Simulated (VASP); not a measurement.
Computed with PBE GGA, VASP's PBE PAW potentials (set 64) (plane waves; VASP).

VASP ran on this input.

POSCAR:
```
BC62
1
    7.1465551589    -0.0000000000    -0.0000000000
   -0.0000000000     7.1465551589     0.0000000000
    0.0000000000     0.0000000000     7.1465551589
C B
62 1
Direct
  0.5000000000   0.0000000000   0.0000000000
  0.6308680000   0.1248380000   0.1265660000
  0.7537270000   0.2502580000  -0.0028480000
  0.8706230000   0.3691230000   0.1283420000
  0.7491770000  -0.0047900000   0.2553260000
  0.8718330000   0.1237980000   0.3721420000
  0.0000000000   0.0000000000   0.0000000000
  0.1250000000   0.1250000000   0.1250000000
  0.2500000000   0.2500000000   0.0000000000
  0.3815030000   0.3814510000   0.1206320000
  0.4933320000   0.4958590000   0.0028010000
  0.6289180000   0.6183130000   0.1260890000
  0.7500000000   0.7500000000   0.0000000000
  0.8750000000   0.8750000000   0.1250000000
  0.2500000000   0.0000000000   0.2500000000
  0.3745720000   0.1317490000   0.3735830000
  0.5043980000   0.2506510000   0.2537970000
  0.7497890000   0.4933990000   0.2442040000
  0.8695540000   0.6215130000   0.3815170000
  0.5018470000   0.0044390000   0.5009260000
  0.6268970000   0.1293720000   0.6309810000
  0.7557840000   0.2545530000   0.4943120000
  0.8730520000   0.3684890000   0.6256500000
  0.7500000000   0.0000000000   0.7500000000
  0.8750000000   0.1250000000   0.8750000000
  0.0000000000   0.5000000000   0.0000000000
  0.1250000000   0.6250000000   0.1250000000
  0.2500000000   0.7500000000   0.0000000000
  0.3750000000   0.8750000000   0.1250000000
  0.0000000000   0.2500000000   0.2500000000
  0.1250000000   0.3750000000   0.3750000000
  0.2549060000   0.5002070000   0.2492520000
  0.3792120000   0.6182770000   0.3760180000
  0.4987580000   0.7568000000   0.2542250000
  0.6250000000   0.8750000000   0.3750000000
  0.0000000000   0.0000000000   0.5000000000
  0.1250000000   0.1250000000   0.6250000000
  0.2555870000   0.2476210000   0.4941510000
  0.3753750000   0.3772550000   0.6305090000
  0.6279440000   0.6278250000   0.6287470000
  0.7566490000   0.7482300000   0.4941560000
  0.8750000000   0.8750000000   0.6250000000
  0.2500000000   0.0000000000   0.7500000000
  0.3750000000   0.1250000000   0.8750000000
  0.4963850000   0.2441840000   0.7543140000
  0.6250000000   0.3750000000   0.8750000000
  0.7543490000   0.5012530000   0.7558130000
  0.8750000000   0.6250000000   0.8750000000
  0.0000000000   0.7500000000   0.2500000000
  0.1250000000   0.8750000000   0.3750000000
  0.0000000000   0.5000000000   0.5000000000
  0.1250000000   0.6250000000   0.6250000000
  0.2500000000   0.7500000000   0.5000000000
  0.3750000000   0.8750000000   0.6250000000
  0.0000000000   0.2500000000   0.7500000000
  0.1250000000   0.3750000000   0.8750000000
  0.2500000000   0.5000000000   0.7500000000
  0.3750000000   0.6250000000   0.8750000000
  0.5000000000   0.7500000000   0.7500000000
  0.6250000000   0.8750000000   0.8750000000
  0.0000000000   0.7500000000   0.7500000000
  0.1250000000   0.8750000000   0.8750000000
  0.5065200000   0.5037840000   0.5036320000
```

KPOINTS:
```
Automatic mesh
0
G
 1 1 1
```

INCAR:
```
SYSTEM = BC62
PREC = Normal
ENCUT = 400
EDIFF = 1E-5
NELM = 100
ALGO = Fast
LREAL = Auto
LASPH = .TRUE.
ISMEAR = 0
SIGMA = 0.05
GGA = PE
LWAVE = .TRUE.
LCHARG = .FALSE.
NELMIN = 4
ISYM = 0
NELECT = 252.0
IBRION = 2
ISIF = 2
NSW = 70
EDIFFG = -0.03
```

POTCAR, in this order: C B (PBE.64 set). Program: vasp_gam.

The resulting files:

**OSZICAR**
```
...
DAV:   1    -0.549738135618E+03   -0.25186E-01   -0.72556E+00   316   0.763E+00    0.130E+00
RMM:   2    -0.549973670888E+03   -0.23554E+00   -0.24361E-01   316   0.109E+00    0.400E+00
RMM:   3    -0.549744428093E+03    0.22924E+00   -0.59319E-02   318   0.516E-01    0.132E+00
RMM:   4    -0.549741841135E+03    0.25870E-02   -0.15894E-02   318   0.243E-01    0.790E-01
RMM:   5    -0.549777477485E+03   -0.35636E-01   -0.23585E-02   329   0.255E-01    0.274E+00
RMM:   6    -0.549741605738E+03    0.35872E-01   -0.17073E-02   326   0.208E-01    0.881E-01
RMM:   7    -0.549740684752E+03    0.92099E-03   -0.94810E-04   316   0.899E-02    0.493E-01
RMM:   8    -0.549739732349E+03    0.95240E-03   -0.21103E-04   309   0.309E-02    0.123E-01
RMM:   9    -0.549739725188E+03    0.71611E-05   -0.61101E-05   223   0.152E-02
   8 F= -.54973973E+03 E0= -.54971153E+03  d E =-.267818E-01
       N       E                     dE             d eps       ncg     rms          rms(c)
DAV:   1    -0.549741173912E+03   -0.14416E-02   -0.24822E-01   344   0.141E+00    0.272E-01
RMM:   2    -0.549759403418E+03   -0.18230E-01   -0.98944E-03   316   0.213E-01    0.203E+00
RMM:   3    -0.549740466278E+03    0.18937E-01   -0.33263E-03   316   0.122E-01    0.955E-02
RMM:   4    -0.549741145177E+03   -0.67890E-03   -0.67639E-04   318   0.594E-02    0.672E-02
RMM:   5    -0.549741262690E+03   -0.11751E-03   -0.14262E-04   301   0.260E-02    0.159E-01
RMM:   6    -0.549741162755E+03    0.99934E-04   -0.42785E-05   238   0.141E-02    0.199E-02
RMM:   7    -0.549741166093E+03   -0.33378E-05   -0.10679E-05   194   0.739E-03
   9 F= -.54974117E+03 E0= -.54971299E+03  d E =-.282227E-01
       N       E                     dE             d eps       ncg     rms          rms(c)
DAV:   1    -0.549746223347E+03   -0.50606E-02   -0.18990E+00   316   0.396E+00    0.519E-01
RMM:   2    -0.549797063580E+03   -0.50840E-01   -0.47160E-02   316   0.527E-01    0.293E+00
RMM:   3    -0.549746128514E+03    0.50935E-01   -0.12053E-02   318   0.244E-01    0.196E-01
RMM:   4    -0.549747458293E+03   -0.13298E-02   -0.30163E-03   318   0.125E-01    0.226E-01
RMM:   5    -0.549747941101E+03   -0.48281E-03   -0.71703E-04   326   0.573E-02    0.382E-01
RMM:   6    -0.549747379354E+03    0.56175E-03   -0.22312E-04   315   0.323E-02    0.893E-02
RMM:   7    -0.549747408748E+03   -0.29394E-04   -0.83143E-05   276   0.189E-02    0.926E-02
RMM:   8    -0.549747375828E+03    0.32920E-04   -0.19985E-05   201   0.100E-02    0.117E-02
RMM:   9    -0.549747376794E+03   -0.96605E-06   -0.34495E-06   189   0.452E-03
  10 F= -.54974738E+03 E0= -.54971917E+03  d E =-.621070E-02
       N       E                     dE             d eps       ncg     rms          rms(c)
DAV:   1    -0.549748006647E+03   -0.63082E-03   -0.10994E-01   328   0.956E-01    0.125E-01
RMM:   2    -0.549751351785E+03   -0.33451E-02   -0.27205E-03   316   0.127E-01    0.900E-01
RMM:   3    -0.549747943299E+03    0.34085E-02   -0.69794E-04   317   0.607E-02    0.521E-02
RMM:   4    -0.549748076241E+03   -0.13294E-03   -0.17090E-04   318   0.310E-02    0.535E-02
RMM:   5    -0.549748093261E+03   -0.17020E-04   -0.41351E-05   230   0.138E-02    0.739E-02
RMM:   6    -0.549748072040E+03    0.21222E-04   -0.12530E-05   192   0.805E-03    0.865E-03
RMM:   7    -0.549748072580E+03   -0.53998E-06   -0.31513E-06   189   0.413E-03
  11 F= -.54974807E+03 E0= -.54971987E+03  d E =-.690649E-02
       N       E                     dE             d eps       ncg     rms          rms(c)
DAV:   1    -0.549750038413E+03   -0.19664E-02   -0.41677E-01   316   0.185E+00    0.362E-01
RMM:   2    -0.549780604138E+03   -0.30566E-01   -0.17250E-02   316   0.281E-01    0.247E+00
RMM:   3    -0.549748949484E+03    0.31655E-01   -0.59253E-03   317   0.159E-01    0.128E-01
RMM:   4    -0.549749980133E+03   -0.10306E-02   -0.11950E-03   317   0.789E-02    0.137E-01
RMM:   5    -0.549750066193E+03   -0.86060E-04   -0.25826E-04   321   0.349E-02    0.155E-01
RMM:   6    -0.549749975097E+03    0.91096E-04   -0.64278E-05   276   0.188E-02    0.332E-02
RMM:   7    -0.549749978360E+03   -0.32635E-05   -0.20608E-05   200   0.962E-03
  12 F= -.54974998E+03 E0= -.54972177E+03  d E =-.190578E-02
       N       E                     dE             d eps       ncg     rms          rms(c)
DAV:   1    -0.549750005456E+03   -0.30359E-04   -0.39971E-03   360   0.181E-01    0.384E-02
RMM:   2    -0.549750370051E+03   -0.36460E-03   -0.17625E-04   316   0.277E-02    0.304E-01
RMM:   3    -0.549749987673E+03    0.38238E-03   -0.64800E-05   263   0.169E-02    0.138E-02
RMM:   4    -0.549750003247E+03   -0.15573E-04   -0.12436E-05   183   0.852E-03    0.117E-02
RMM:   5    -0.549750004573E+03   -0.13259E-05   -0.25658E-06   170   0.353E-03
  13 F= -.54975000E+03 E0= -.54972180E+03  d E =-.193199E-02
       N       E                     dE             d eps       ncg     rms          rms(c)
DAV:   1    -0.549750656900E+03   -0.65365E-03   -0.14105E-01   316   0.106E+00    0.191E-01
RMM:   2    -0.549759257483E+03   -0.86006E-02   -0.49183E-03   316   0.153E-01    0.143E+00
RMM:   3    -0.549750320336E+03    0.89371E-02   -0.15920E-03   317   0.850E-02    0.702E-02
RMM:   4    -0.549750675920E+03   -0.35558E-03   -0.31905E-04   317   0.425E-02    0.902E-02
RMM:   5    -0.549750679503E+03   -0.35839E-05   -0.76630E-05   264   0.185E-02
  14 F= -.54975068E+03 E0= -.54972248E+03  d E =-.674931E-03
       N       E                     dE             d eps       ncg     rms          rms(c)
DAV:   1    -0.549750670786E+03    0.51335E-05   -0.74181E-04   368   0.674E-02    0.233E-02
RMM:   2    -0.549750791386E+03   -0.12060E-03   -0.53627E-05   251   0.144E-02    0.175E-01
RMM:   3    -0.549750664747E+03    0.12664E-03   -0.23124E-05   200   0.959E-03    0.101E-02
RMM:   4    -0.549750669666E+03   -0.49183E-05   -0.40232E-06   173   0.517E-03
  15 F= -.54975067E+03 E0= -.54972246E+03  d E =-.665093E-03
       N       E                     dE             d eps       ncg     rms          rms(c)
DAV:   1    -0.549750924870E+03   -0.26012E-03   -0.57154E-02   316   0.661E-01    0.118E-01
RMM:   2    -0.549754098831E+03   -0.31740E-02   -0.18511E-03   316   0.961E-02    0.886E-01
RMM:   3    -0.549750796004E+03    0.33028E-02   -0.58878E-04   318   0.522E-02    0.453E-02
RMM:   4    -0.549750927242E+03   -0.13124E-03   -0.12414E-04   303   0.267E-02    0.446E-02
RMM:   5    -0.549750938371E+03   -0.11129E-04   -0.28829E-05   212   0.115E-02    0.551E-02
RMM:   6    -0.549750926636E+03    0.11734E-04   -0.76156E-06   192   0.632E-03    0.825E-03
RMM:   7    -0.549750926832E+03   -0.19550E-06   -0.22788E-06   188   0.337E-03
  16 F= -.54975093E+03 E0= -.54972272E+03  d E =-.257166E-03
       N       E                     dE             d eps       ncg     rms          rms(c)
DAV:   1    -0.549750931948E+03   -0.53112E-05   -0.86650E-04   344   0.812E-02    0.160E-02
RMM:   2    -0.549750991631E+03   -0.59684E-04   -0.31765E-05   214   0.122E-02    0.123E-01
RMM:   3    -0.549750929260E+03    0.62371E-04   -0.10781E-05   180   0.690E-03    0.608E-03
RMM:   4    -0.549750931723E+03   -0.24630E-05   -0.20315E-06   169   0.366E-03
  17 F= -.54975093E+03 E0= -.54972272E+03  d E =-.262058E-03
       N       E                     dE             d eps       ncg     rms          rms(c)
DAV:   1    -0.549751019677E+03   -0.90417E-04   -0.12185E-02   324   0.306E-01    0.729E-02
RMM:   2    -0.549752372278E+03   -0.13526E-02   -0.64217E-04   316   0.528E-02    0.584E-01
RMM:   3    -0.549750953314E+03    0.14190E-02   -0.23799E-04   317   0.322E-02    0.262E-02
RMM:   4    -0.549751010009E+03   -0.56695E-04   -0.41667E-05   236   0.160E-02    0.165E-02
RMM:   5    -0.549751017767E+03   -0.77585E-05   -0.86348E-06   192   0.652E-03
  18 F= -.54975102E+03 E0= -.54972281E+03  d E =-.860440E-04
```

OUTCAR:
```
------------------------ aborting loop because EDIFF is reached ----------------------------------------
  FORCE on cell =-STRESS in cart. coord.  units (eV):
  Direction    XX          YY          ZZ          XY          YZ          ZX
  --------------------------------------------------------------------------------------
  Total       13.0318813     13.1315067     13.0942036      5.6845040     -5.7406993      5.6682359
  in kB       57.2041384     57.6414494     57.4777052     24.9524337    -25.1991059     24.8810237
  external PRESSURE =      57.4410977 kB  Pullay stress =       0.0000000 kB
  volume of cell :      365.00
      direct lattice vectors                 reciprocal lattice vectors
     7.146555159  0.000000000  0.000000000     0.139927556  0.000000000  0.000000000
     0.000000000  7.146555159  0.000000000     0.000000000  0.139927556  0.000000000
     0.000000000  0.000000000  7.146555159     0.000000000  0.000000000  0.139927556
 POSITION                                       TOTAL-FORCE (eV/Angst)
 -----------------------------------------------------------------------------------
      3.57297      7.14003      7.14409         0.002808     -0.003734      0.001697
      4.45326      0.91389      0.91817         0.010171      0.001434     -0.005274
      5.35251      1.79761      0.01625         0.003359     -0.008981      0.003258
      6.23593      2.69671      0.91824         0.000092      0.004735     -0.001821
      5.35250      0.01200      1.80151         0.006922     -0.001733     -0.002630
      6.23598      0.91396      2.70053        -0.001806      0.001637      0.010106
      7.14618      0.00374      0.00787         0.007700     -0.003088      0.003720
      0.88705      0.89768      0.90189        -0.004672     -0.000817     -0.003876
      1.77975      1.78294      7.14186        -0.002509     -0.004824     -0.001261
      2.68087      2.67196      0.90007        -0.000771      0.007508     -0.000396
      3.58207      3.56776      0.00649         0.004898      0.008210      0.001384
      4.47835      4.46909      0.90018         0.002439      0.003935     -0.006109
      5.36701      5.37020      7.14192        -0.003145      0.000859     -0.001573
      6.25231      6.26306      0.90186        -0.002394     -0.000780     -0.002208
      1.77973      7.13762      1.78713        -0.002667     -0.001059     -0.007996
      2.68063      0.89563      2.67617         0.005345      0.002706      0.010478
      3.48780      1.72884      1.73335        -0.002634     -0.000090     -0.003471
      5.42090      3.66221      1.73355        -0.004949      0.000415     -0.008917
      6.25421      4.46926      2.67619        -0.003977     -0.003661      0.001198
      3.58211      0.00217      3.57209        -0.001909      0.003852      0.001161
      4.47807      0.89595      4.47317         0.019507     -0.006952      0.002643
      5.42104      1.72904      3.66611        -0.012808     -0.009585      0.006283
      6.25404      2.67189      4.47322        -0.001245     -0.001465     -0.001337
      5.36711      7.13773      5.37450        -0.008410      0.003952      0.000612
      6.25226      0.89783      6.26748        -0.000147     -0.001354     -0.005110
      0.00982      3.57675      7.14425         0.001121      0.002500      0.000858
      0.89476      4.46550      0.88926         0.000984     -0.001816     -0.000753
      1.79460      5.35533      7.14292        -0.003748      0.004214      0.000814
      2.68447      6.25503      0.88913        -0.003889      0.000675      0.003769
      7.13797      1.79742      1.80149        -0.001457     -0.002780     -0.000783
      0.89474      2.68026      2.68423         0.001622     -0.002000      0.000492
      1.78399      3.57446      1.77644        -0.002306     -0.001693      0.002656
      2.68579      4.46391      2.63434         0.008214      0.003494      0.001932
      3.57539      5.36592      1.77650         0.005007     -0.005221      0.001222
      4.46979      6.25504      2.68419        -0.005670      0.001594      0.004345
      0.00984      7.14034      3.58089        -0.001229     -0.004482     -0.003052
      0.89468      0.88531      4.46953         0.003911      0.002130      0.001576
      1.78397      1.77241      3.57853        -0.000082      0.003407     -0.001579
      2.68610      2.63031      4.46774        -0.000108      0.003202      0.004217
      4.51967      4.46393      4.46779        -0.000424     -0.002822      0.003238
      5.37763      5.36602      3.57867         0.000714      0.001039     -0.003728
      6.26494      6.25529      4.46977        -0.001045     -0.000768     -0.004326
      1.79456      7.13894      5.35961        -0.006429     -0.004787     -0.003321
      2.68453      0.88510      6.25914        -0.002951      0.000769      0.001139
      3.57545      1.77233      5.36979         0.003398      0.007567      0.001660
      4.46980      2.68016      6.25911        -0.006418      0.001556     -0.002183
      5.37760      3.57442      5.36995        -0.003523      0.000098     -0.001359
      6.26495      4.46551      6.25920        -0.001642     -0.003213      0.004897
      0.01220      5.37018      1.78712         0.002627      0.003164      0.000355
      0.89803      6.25195      2.68276        -0.000351     -0.000806      0.005929
      0.00111      3.56783      3.57219        -0.000086      0.001369     -0.001567
      0.90410      4.45801      4.46229        -0.001834      0.002802      0.000742
      1.79749      5.35250      3.56512        -0.002841     -0.000873     -0.000056
      2.69190      6.24591      4.46215         0.002645      0.002324      0.005538
      0.01220      1.78304      5.37443         0.000035     -0.000045      0.001267
      0.89803      2.67877      6.25600         0.002704      0.001806      0.000368
      1.79758      3.56093      5.35673        -0.001231      0.001429     -0.004243
      2.69215      4.45797      6.25016        -0.005860     -0.001485      0.001902
      3.58902      5.35230      5.35662        -0.002004      0.003474     -0.003680
      4.47126      6.25185      6.25592        -0.001424      0.000577      0.001779
      0.01111      5.35547      5.35963         0.004341      0.001952     -0.000381
      0.89888      6.25109      6.25516        -0.000945      0.000747     -0.000606
      3.56235      3.58753      3.59126         0.010977     -0.010221     -0.009638
 -----------------------------------------------------------------------------------
    total drift:                               -0.018424      0.013811      0.007298
  FREE ENERGIE OF THE ION-ELECTRON SYSTEM (eV)
  ---------------------------------------------------
  free  energy   TOTEN  =      -549.7510177674 eV

  energy  without entropy=     -549.6946036259  energy(sigma->0) =     -549.72281070

 reached required accuracy - stopping structural energy minimisation
```
(Selected blocks of OUTCAR.)

### CONTCAR
```
BC62
   1.00000000000000
     7.1465551589000000    0.0000000000000000    0.0000000000000000
     0.0000000000000000    7.1465551589000000    0.0000000000000000
     0.0000000000000000    0.0000000000000000    7.1465551589000000
  C               B
    62     1
Direct
     0.4999570815340195    0.9990868155594353    0.9996555734694196
     0.6231341817993812    0.1278787760824181    0.1284776388921895
     0.7489630475562358    0.2515354681669360    0.0022744543536005
     0.8725779779736578    0.3773433869328969    0.1284866642415592
     0.7489625074962940    0.0016794035286612    0.2520809692377893
     0.8725857247776186    0.1278883429051241    0.3778790855639316
     0.9999468321276594    0.0005226801904364    0.0011007492776996
     0.1241233747855640    0.1256099653869983    0.1261988071473913
     0.2490365500612146    0.2494827893534879    0.9993429512226031
     0.3751273549902548    0.3738806633630679    0.1259439753995574
     0.5012301115411399    0.4992274913001726    0.0009083344850331
     0.6266452508360364    0.6253489307196313    0.1259599771558918
     0.7509923841954861    0.7514384806947210    0.9993510978451937
     0.8748698233889021    0.8763750258818082    0.1261944832280475
     0.2490335114148044    0.9987499785514605    0.2500682350363776
     0.3750944323838638    0.1253238996748044    0.3744701762261037
     0.4880396013138983    0.2419125370917101    0.2425439994563537
     0.7585330750413963    0.5124439588749113    0.2425716399310010
     0.8751364962571931    0.6253727115943478    0.3744723387640889
     0.5012360191880915    0.0003040812153194    0.4998339780358921
     0.6266047721365100    0.1253680552190241    0.6259193290327203
     0.7585523080857266    0.2419405265006488    0.5129895470045623
     0.8751131049931732    0.3738712334473262    0.6259270817642035
     0.7510060719631233    0.9987651059039336    0.7520405938631451
     0.8748636589609854    0.1256307828601036    0.8769925946076309
     0.0013745375579793    0.5004858009918963    0.9996773470240239
     0.1252014762422911    0.6248460364523167    0.1244324602824241
     0.2511135141437699    0.7493588918315016    0.9994914892167271
     0.3756309832923950    0.8752516551636137    0.1244143634719929
     0.9987981706620981    0.2515085667702636    0.2520778963240185
     0.1251984836818356    0.3750419017500421    0.3755974532507032
     0.2496287978864897    0.5001648802856302    0.2485725592953474
     0.3758154338921434    0.6246236252966652    0.3686161599990174
     0.5002960590238648    0.7508403870853715    0.2485818967577584
     0.6254470105898148    0.8752526247505622    0.3755914598384483
     0.0013762557119699    0.9991296564911902    0.5010648516774318
     0.1251904670408285    0.1238785919674989    0.6254105552410062
     0.2496269366367644    0.2480086969298889    0.5007352574936049
     0.3758596549863682    0.3680532558693246    0.6251597664733459
     0.6324259726628104    0.6246262964701964    0.6251669870527935
     0.7524779621072829    0.7508539277821575    0.5007543208882236
     0.8766382865601451    0.8752879497626053    0.6254437512405830
     0.2511081727636386    0.9989341256740258    0.7499576516562335
     0.3756394544047060    0.1238501976420913    0.8758267326259024
     0.5003033421521216    0.2479980038460912    0.7513809574060216
     0.6254481175076594    0.3750289030158701    0.8758216785068438
     0.7524737401650659    0.5001596034632957    0.7514039185769096
     0.8766395198111264    0.6248473889289596    0.8758340550136682
     0.0017064927183717    0.7514367299033174    0.2500673836893634
     0.1256586737431846    0.8748205447710422    0.3753914731643244
     0.0001556704814087    0.4992383692555016    0.4998472669323533
     0.1265081506474187    0.6237989245744627    0.6243967649383597
     0.2515177518449330    0.7489625260114098    0.4988579481466699
     0.3766712394497734    0.8739755094111480    0.6243771060359466
     0.0017066582235979    0.2494967103535368    0.7520311108861472
     0.1256588105491222    0.3748333853556488    0.8753867080756731
     0.2515311182528514    0.4982719379660298    0.7495548104248250
     0.3767066351592622    0.6237926300612890    0.8745695600711642
     0.5022033067018334    0.7489339704713356    0.7495390950543304
     0.6256531419844394    0.8748056661132502    0.8753756313657505
     0.0015551766806537    0.7493777276848287    0.7499595291299263
     0.1257776568949550    0.8746996258819355    0.8752689601663192
     0.4984709123828021    0.5019946829648092    0.5025158073638284
```

At this cut-off the stress carries a Pulay error, which pulls relaxed volumes low. The cell is charged, with a uniform compensating background. The supercell is sampled at Γ alone, which is coarse: total energies, pressure and levels can be off, energies of defects by several tenths of an eV.

The cell is a supercell with a defect, built from C (diamond): B_C-vac_C, charge -1. The run is not spin-polarised, so no state with unpaired spins was tried.
